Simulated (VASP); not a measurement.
InPd:

```xyz
2
Lattice="3.2719 0.0000 0.0000 0.0000 3.2719 0.0000 0.0000 0.0000 3.2719" Properties=species:S:1:pos:R:3 pbc="T T T"
In    0.0000    0.0000    0.0000
Pd    1.6359    1.6359    1.6359
```

The cell comes from a database or a generator and needn't be the stable form of this composition.

- Program: VASP 6.6.1
- Task: relaxation of cell and atoms
- Functional: PBE
- Potentials or basis: VASP PAW PBE potentials, release 64 (In_d, Pd)
- Cutoff: 600 eV
- k mesh: 7 × 7 × 7
- Occupations: fermi-dirac, width 0.1 eV
- Spin: no spin polarisation

At the start: pressure 3.9 GPa; volume 17.51 Å³/atom.

Task: Where does the relaxation end?

Result: Over 3 steps the energy falls by 6.7 meV/atom and the volume is 18.09 Å³/atom (+3.3 %); space group Pm-3m (No. 221, to 0.05 Å).

Step by step:
```csv
step,energy change (eV),largest force (eV/Å),pressure (GPa),volume (Å³)
1,0.0000,0.0000,3.92,35.03
2,-0.0030,0.0000,-3.00,37.24
3,-0.0134,0.0000,0.00,36.17
```

Final structure:
```cif
data_structure
_symmetry_space_group_name_H-M 'P 1'
_symmetry_Int_Tables_number 1
_cell_length_a 3.3071
_cell_length_b 3.3071
_cell_length_c 3.3071
_cell_angle_alpha 90.000
_cell_angle_beta 90.000
_cell_angle_gamma 90.000
_cell_volume 36.17
loop_
_atom_site_label
_atom_site_type_symbol
_atom_site_fract_x
_atom_site_fract_y
_atom_site_fract_z
_atom_site_occupancy
In1 In 0.00000 0.00000 0.00000 1
Pd1 Pd 0.50000 0.50000 0.50000 1
```
